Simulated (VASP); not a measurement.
**Mo: structure and properties in VASP**

How well does PBEsol reproduce what experiment finds for Mo? The cell is relaxed first, and properties follow on it. The steps: relaxing cell and atoms (PBEsol), second relaxation, single point with fields (PBEsol), band structure (PBEsol), total and projected DOS (PBEsol), core-level energies (PBEsol), band structure (PBEsol + SOC) and ionic relaxation at fixed cell (PBEsol) with a changed input. The start is a cell from a database of measured crystal structures.

Program: VASP 6.6.1. Level of theory: PBEsol; plane waves and PAW (Mo_sv), in the first sound run; inputs show where later runs differ. Results are calculated unless marked as measured.

**What experiment says.**

“Anisotropic Resistivity Size Effect in Epitaxial Mo(001) and Mo(011) Layers” (2023, pmc:10052566) quotes from earlier work for Mo, body-centred cubic (bulk Mo, literature value): lattice constant a (cubic lattice constant, literature experiment) 3.147 Å [literature experimental value used as input for the DFT calculation; temperature not …].

### Step 1. Set-up

Before any relaxation, the start is as follows. The structure is cubic, space group Im-3m (No. 229). Conventional cell: a = 3.147 Å, b = 3.147 Å, c = 3.147 Å, α = 90.00°, β = 90.00°, γ = 90.00°. Nearest to Mo lie 8 Mo at 2.73 Å.

### Step 2. Relaxing cell and atoms (PBEsol)

The start need not lie at this functional's minimum. ISIF = 3 frees volume, shape and positions, and EDIFFG sets the threshold on forces and stress at which the search stops. PBEsol restores the gradient expansion of exchange and is tuned for the cells of solids.

INCAR

```
SYSTEM = Mo
PREC = Accurate
ENCUT = 400
EDIFF = 1E-06
NELM = 100
ISMEAR = 1
SIGMA = 0.2
LREAL = .FALSE.
ALGO = Normal
GGA = PS
NBANDS = 13
LORBIT = 11
LWAVE = .FALSE.
LCHARG = .FALSE.
KPAR = 2
IBRION = 2
NSW = 60
ISIF = 3
EDIFFG = -0.01
```

POSCAR

```
Mo
1.0
   -1.5734150000      1.5734150000      1.5734150000
    1.5734150000     -1.5734150000      1.5734150000
    1.5734150000      1.5734150000     -1.5734150000
Mo
1
Direct
    0.0000000000      0.0000000000      0.0000000000
```

KPOINTS

```
Automatic mesh
0
Gamma
10 10 10
0 0 0
```

Potentials, in the order of the species: Mo_sv (PBE family, release 64).

The run is started by

```bash
$ mpirun -np 2 vasp_std
```

What it wrote:

```text
[banner, memory and clock lines left out]
running    2 mpi-ranks, on    1 nodes
 distrk:  each k-point on    1 cores,    2 groups
 distr:  one band on    1 cores,    1 groups

 POSCAR found type information on POSCAR Mo
 POSCAR found :  1 types and       1 ions
|                                                                             |
|               ----> ADVICE to this user running VASP <----                  |
|                                                                             |
|     You enforced a specific xc type in the INCAR file but a different       |
|     [... a line on the potential file left out ...]
|     I HOPE YOU KNOW WHAT YOU ARE DOING!                                     |
|                                                                             |

 LDA part: xc-table for (Slater+PW92), standard interpolation
 POSCAR, INCAR and KPOINTS ok, starting setup
 FFT: planning ... GRIDC
 FFT: planning ... GRID_SOFT
 FFT: planning ... GRID
 WAVECAR not read
 entering main loop
       N       E                     dE             d eps       ncg     rms          rms(c)
DAV:   1     0.743956066348E+02    0.74396E+02   -0.69397E+03  1238   0.916E+02
DAV:   2    -0.115932365057E+02   -0.85989E+02   -0.82960E+02  1442   0.273E+02
DAV:   3    -0.125346328341E+02   -0.94140E+00   -0.93910E+00  1347   0.283E+01
DAV:   4    -0.125365865560E+02   -0.19537E-02   -0.19536E-02  1372   0.159E+00
DAV:   5    -0.125365971481E+02   -0.10592E-04   -0.10592E-04  1382   0.103E-01    0.160E+01
DAV:   6    -0.118512867776E+02    0.68531E+00   -0.81606E-01  1252   0.110E+01    0.415E+00
DAV:   7    -0.117633269487E+02    0.87960E-01   -0.13924E-01  1327   0.430E+00    0.939E-01
DAV:   8    -0.117580079201E+02    0.53190E-02   -0.43622E-03  1252   0.832E-01    0.173E-01
DAV:   9    -0.117579118204E+02    0.96100E-04   -0.14184E-04  1362   0.141E-01    0.636E-02
DAV:  10    -0.117579147263E+02   -0.29059E-05   -0.11451E-05  1287   0.402E-02    0.280E-03
DAV:  11    -0.117579149391E+02   -0.21277E-06   -0.76329E-08   666   0.305E-03
   1 F= -.11757915E+02 E0= -.11757455E+02  d E =-.117579E+02
 curvature:   0.00 expect dE= 0.000E+00 dE for cont linesearch  0.000E+00
 trial: gam= 0.00000 g(F)=  0.266E-61 g(S)=  0.381E-01 ort = 0.000E+00 (trialstep = 0.100E+01)
 search vector abs. value=  0.381E-01
 bond charge predicted
       N       E                     dE             d eps       ncg     rms          rms(c)
DAV:   1    -0.126855588701E+02   -0.92764E+00   -0.20135E+01  1237   0.590E+01    0.137E+01
DAV:   2    -0.117909548684E+02    0.89460E+00   -0.12472E+00  1227   0.146E+01    0.193E+00
DAV:   3    -0.117138035284E+02    0.77151E-01   -0.20629E-01  1277   0.570E+00    0.226E+00
DAV:   4    -0.117191634082E+02   -0.53599E-02   -0.55854E-03  1272   0.827E-01    0.351E-01
DAV:   5    -0.117194040760E+02   -0.24067E-03   -0.41993E-04  1342   0.241E-01    0.273E-02
DAV:   6    -0.117193988318E+02    0.52442E-05   -0.48049E-06  1262   0.244E-02    0.506E-03
DAV:   7    -0.117193984534E+02    0.37845E-06   -0.10875E-07   666   0.407E-03
   2 F= -.11719398E+02 E0= -.11719523E+02  d E =0.385165E-01
[...]
3 F= -.11762929E+02 E0= -.11762648E+02  d E =-.501362E-02
 curvature:  -0.12 expect dE=-0.266E-05 dE for cont linesearch -0.266E-05
 ZBRENT: interpolating
 opt :   0.2612  next Energy=   -11.762931 (dE=-0.502E-02)
 bond charge predicted
       N       E                     dE             d eps       ncg     rms          rms(c)
DAV:   1    -0.117629626183E+02   -0.33978E-04   -0.65632E-04  1237   0.339E-01    0.650E-02
DAV:   2    -0.117629323472E+02    0.30271E-04   -0.46349E-05  1232   0.851E-02    0.105E-02
DAV:   3    -0.117629304360E+02    0.19111E-05   -0.63332E-06  1262   0.311E-02    0.977E-03
DAV:   4    -0.117629311430E+02   -0.70695E-06   -0.17095E-07   726   0.428E-03
   4 F= -.11762931E+02 E0= -.11762655E+02  d E =-.501620E-02
 curvature:  -0.12 expect dE=-0.140E-07 dE for cont linesearch -0.140E-07
 trial: gam=-0.00176 g(F)=  0.877E-61 g(S)=  0.118E-06 ort = 0.670E-04 (trialstep = 0.852E+00)
 search vector abs. value=  0.100E-09
 reached required accuracy - stopping structural energy minimisation
```

It took 11 s on 2 MPI ranks of AMD EPYC 7R43, shared host; peak memory 0.19 GiB; 20 s of CPU time.

Lines that name or quote the potential files are left out of all logs, and their timing lines are given in words.

Parts of OUTCAR (step 2):

```text
ion  position               nearest neighbor table
   1  0.000  0.000  0.000-

  LATTYP: Found a body centered cubic cell.
 ALAT       =     3.1468300000

 Subroutine GETGRP returns: Found 48 space group operations
 (whereof 48 operations were pure point group operations)

The static configuration has the point symmetry O_h .

 Found     47 irreducible k-points:

   k-points           NKPTS =     47   k-points in BZ     NKDIM =     47   number of bands    NBANDS=     13

   dimension x,y,z NGX =    18 NGY =   18 NGZ =   18
   dimension x,y,z NGXF=    36 NGYF=   36 NGZF=   36

   ENCUT  =  400.0 eV  29.40 Ry    5.42 a.u.   4.44  4.44  4.44*2*pi/ulx,y,z

   NELECT =      14.0000    total number of electrons

 k-points in reciprocal lattice and weights: Automatic mesh
   0.00000000  0.00000000  0.00000000       0.001
   0.10000000  0.00000000  0.00000000       0.012
   0.20000000  0.00000000  0.00000000       0.012
   0.30000000  0.00000000  0.00000000       0.012
   0.40000000  0.00000000  0.00000000       0.012
   0.50000000  0.00000000  0.00000000       0.006
   0.10000000  0.10000000  0.00000000       0.024
   0.20000000  0.10000000  0.00000000       0.048
   0.30000000  0.10000000  0.00000000       0.048
[...]
0.50000000  0.50000000  0.40000000       0.012
   0.50000000  0.50000000  0.50000000       0.001

 average (electrostatic) potential at core
       1 -68.6230

 E-fermi :  12.9556

 k-point     1 :       0.0000    0.0000    0.0000
  band No.  band energies     occupation
    ...
      4     -21.5719      2.00000
      5       5.4741      2.00000
      6      11.4368      2.00000
      7      11.4368      2.00000
      8      11.4368      2.00000
      9      14.5339     -0.00000
     10      14.5339     -0.00000
     11      27.6735      0.00000
     12      27.6735      0.00000
     13      27.6735      0.00000

 k-point     2 :       0.1000    0.0000    0.0000
  band No.  band energies     occupation
    ...
      4     -21.5723      2.00000
      5       5.9191      2.00000
      6      11.1858      2.00000
      7      11.3826      2.00000
      8      11.8646      2.00000
      9      14.1996     -0.00000
     10      14.5433     -0.00000
     11      27.9901      0.00000
     12      28.4339      0.00000
     13      28.5330      0.00000

 k-point     3 :       0.2000    0.0000    0.0000
  band No.  band energies     occupation
    ...
      3     -21.7413      2.00000
      4     -21.5754      2.00000
      5       6.9920      2.00000
      6      10.5904      2.00000
      7      11.1778      2.00000
      8      13.0883      0.10723
      9      13.9097     -0.00000
     10      14.6172     -0.00000
     11      28.1880      0.00000
     12      29.6353      0.00000
    ...

  Total       -0.0009024     -0.0009024     -0.0009024      0.0000000      0.0000000      0.0000000
  in kB       -0.0946155     -0.0946155     -0.0946155      0.0000000      0.0000000      0.0000000
  external PRESSURE =      -0.0946155 kB  Pullay stress =       0.0000000 kB

  energy-cutoff  :      400.00
  volume of cell :       15.28
      direct lattice vectors                 reciprocal lattice vectors
    -1.563245276  1.563245276  1.563245276     0.000000000  0.319847440  0.319847440
     1.563245276 -1.563245276  1.563245276     0.319847440  0.000000000  0.319847440
     1.563245276  1.563245276 -1.563245276     0.319847440  0.319847440  0.000000000

 POSITION                                       TOTAL-FORCE (eV/Angst)
 -----------------------------------------------------------------------------------
      3.12649      0.00000      0.00000        -0.000000      0.000000     -0.000000
 -----------------------------------------------------------------------------------
    total drift:                                0.000000     -0.000000      0.000000

  FREE ENERGIE OF THE ION-ELECTRON SYSTEM (eV)
  ---------------------------------------------------
  free  energy   TOTEN  =       -11.7629311430 eV

  energy  without entropy=      -11.7621014926  energy(sigma->0) =      -11.76265459

 reached required accuracy - stopping structural energy minimisation

 total charge
# of ion       s       p       d       tot
------------------------------------------
    1        2.391   6.209   3.965  12.565

[... 3 further parts left out ...]
```

The k-mesh is coarse for a metal. The PAW data sets were made with PBE, which is usual practice but a small mismatch for other functionals. The run keeps the 48 symmetry operations of its start, so it cannot find a distortion of lower symmetry.

Step by step:

```tsv
step	energy less that of the first step (eV)	largest force (eV/Å)	pressure (GPa)	volume (Å³)
1	0.0000	0.0000	-5.27	15.58
2	0.0385	0.0000	17.69	14.45
3	-0.0050	0.0000	-0.13	15.29
4	-0.0050	0.0000	-0.01	15.28
```

```tsv
conventional cell, symmetrised	before	after	change
a (Å)	3.147	3.126	-0.6 %
b (Å)	3.147	3.126	-0.6 %
c (Å)	3.147	3.126	-0.6 %
volume (Å³/atom)	15.58	15.28	-1.9 %
```

The relaxed structure:

```xyz
1
Lattice="-1.5632 1.5632 1.5632 1.5632 -1.5632 1.5632 1.5632 1.5632 -1.5632" Properties=species:S:1:pos:R:3 pbc="T T T"
Mo    0.0000    0.0000    0.0000
```

Numbers from this step:

* electrons: 14
* bands: 13
* irreducible k-points: 47
* symmetry operations: 48
* free energy (TOTEN): -11.76 eV
* energy at zero smearing: -11.76 eV
* Fermi energy: 12.96 eV
* pressure: -0.009462 GPa
* metallic, judged on the points sampled: yes
* SCF cycles over all ionic steps: 28

It ends with forces that vanish by symmetry and a pressure of -0.01 GPa. The volume lies -1.9 % from that of the database's start, part of which can be the thermal and zero-point expansion of its experiment.

### Step 3. Second relaxation

A relaxation keeps the plane waves of the cell it began with, so it is repeated from the new cell, on a basis made for it.

INCAR is that of step 2.

POSCAR

```
Mo
1.0
   -1.5632452756      1.5632452756      1.5632452756
    1.5632452756     -1.5632452756      1.5632452756
    1.5632452756      1.5632452756     -1.5632452756
Mo
1
Direct
    0.0000000000      0.0000000000      0.0000000000
```

KPOINTS is that of step 2.

The run is started by

```bash
$ mpirun -np 2 vasp_std
```

What it wrote:

```text
[banner, memory and clock lines left out]
running    2 mpi-ranks, on    1 nodes
 distrk:  each k-point on    1 cores,    2 groups
 distr:  one band on    1 cores,    1 groups

 POSCAR found type information on POSCAR Mo
 POSCAR found :  1 types and       1 ions
 [... a notice as in an earlier step ...]

 LDA part: xc-table for (Slater+PW92), standard interpolation
 POSCAR, INCAR and KPOINTS ok, starting setup
 FFT: planning ... GRIDC
 FFT: planning ... GRID_SOFT
 FFT: planning ... GRID
 WAVECAR not read
 entering main loop
       N       E                     dE             d eps       ncg     rms          rms(c)
DAV:   1     0.708676784177E+02    0.70868E+02   -0.69770E+03  1238   0.920E+02
DAV:   2    -0.116446886819E+02   -0.82512E+02   -0.78983E+02  1422   0.269E+02
DAV:   3    -0.125140014112E+02   -0.86931E+00   -0.86787E+00  1337   0.274E+01
DAV:   4    -0.125157795088E+02   -0.17781E-02   -0.17781E-02  1392   0.151E+00
DAV:   5    -0.125157886981E+02   -0.91892E-05   -0.91886E-05  1352   0.974E-02    0.167E+01
DAV:   6    -0.118529398395E+02    0.66285E+00   -0.78221E-01  1262   0.109E+01    0.451E+00
DAV:   7    -0.117664729150E+02    0.86467E-01   -0.13520E-01  1327   0.427E+00    0.885E-01
DAV:   8    -0.117610688865E+02    0.54040E-02   -0.40152E-03  1272   0.797E-01    0.155E-01
DAV:   9    -0.117610474874E+02    0.21399E-04   -0.87844E-05  1387   0.111E-01    0.694E-02
DAV:  10    -0.117610505619E+02   -0.30745E-05   -0.91708E-06  1267   0.357E-02    0.145E-03
DAV:  11    -0.117610507306E+02   -0.16870E-06   -0.95469E-08   666   0.346E-03
   1 F= -.11761051E+02 E0= -.11760774E+02  d E =-.117611E+02
 curvature:   0.00 expect dE= 0.000E+00 dE for cont linesearch  0.000E+00
 trial: gam= 0.00000 g(F)=  0.938E-62 g(S)=  0.133E-04 ort = 0.000E+00 (trialstep = 0.100E+01)
 search vector abs. value=  0.133E-04
 reached required accuracy - stopping structural energy minimisation
```

Run time: 6.2 s. Hardware: 2 MPI ranks; peak memory 0.17 GiB.

From OUTCAR (step 3):

```text
  LATTYP: Found a body centered cubic cell.
 ALAT       =     3.1264905512

The static configuration has the point symmetry O_h .

 Found     47 irreducible k-points:

   ENCUT  =  400.0 eV  29.40 Ry    5.42 a.u.   4.42  4.42  4.42*2*pi/ulx,y,z

   NELECT =      14.0000    total number of electrons

 E-fermi :  12.9558

 k-point     1 :       0.0000    0.0000    0.0000
  band No.  band energies     occupation
    ...
      4     -21.5687      2.00000
      5       5.4742      2.00000
      6      11.4380      2.00000
      7      11.4380      2.00000
      8      11.4380      2.00000
      9      14.5354     -0.00000
     10      14.5354     -0.00000
     11      27.6742      0.00000
     12      27.6742      0.00000
     13      27.6742      0.00000

 k-point     2 :       0.1000    0.0000    0.0000
  band No.  band energies     occupation
    ...
      4     -21.5718      2.00000
      5       5.9192      2.00000
      6      11.1858      2.00000
      7      11.3827      2.00000
      8      11.8646      2.00000
      9      14.1999     -0.00000
     10      14.5433     -0.00000
     11      27.9903      0.00000
     12      28.4339      0.00000
     13      28.5331      0.00000

  Total       -0.0095905     -0.0095905     -0.0095905      0.0000000      0.0000000     -0.0000000
  in kB       -1.0055688     -1.0055688     -1.0055688      0.0000000      0.0000000     -0.0000000
  external PRESSURE =      -1.0055688 kB  Pullay stress =       0.0000000 kB

 POSITION                                       TOTAL-FORCE (eV/Angst)
 -----------------------------------------------------------------------------------
      0.00000      0.00000      0.00000         0.000000      0.000000      0.000000
 -----------------------------------------------------------------------------------
    total drift:                                0.000000     -0.000000      0.000000

  FREE ENERGIE OF THE ION-ELECTRON SYSTEM (eV)
  ---------------------------------------------------
  free  energy   TOTEN  =       -11.7610507306 eV

  energy  without entropy=      -11.7602192440  energy(sigma->0) =      -11.76077357

[... 7 parts as in an earlier step ...]

[... 6 further parts left out ...]
```

CONTCAR:

```
Mo
   1.00000000000000
    -1.5632452755999999    1.5632452755999999    1.5632452755999999
     1.5632452755999999   -1.5632452755999999    1.5632452755999999
     1.5632452755999999    1.5632452755999999   -1.5632452755999999
  Mo
     1
Direct
     0.0000000000000000    0.0000000000000000    0.0000000000000000
```

Little changed from the start: no atom moved by 0.005 Å and no cell edge by 0.1 %.

This step gave:

- pressure: -0.1006 GPa
- SCF cycles over all ionic steps: 11

It ends with forces that vanish by symmetry and a pressure of -0.10 GPa. The volume moved by under 0.01 %: the run met its threshold at the first step.

(Part 1 of 3 ends here.)

[Lines on the potential files, build, host, timing and source positions are cut from VASP's logs without a mark.]

[Logs are printed without paths, hosts, clocks, repeated set-up lines and the standing remarks that a program may print on its own settings, such as how far it seeks lower states.]

[Hosts, paths, dates, database ids (printed as entryN), source tags and the programs' standing remarks are cut or masked in the printed files.]

[A measured line is paired with the nearest computed mode of its activity, which favours agreement.]

[In band tables of VASP the shares of atoms and orbitals are scaled to a sum of 1 inside the atoms' spheres.]
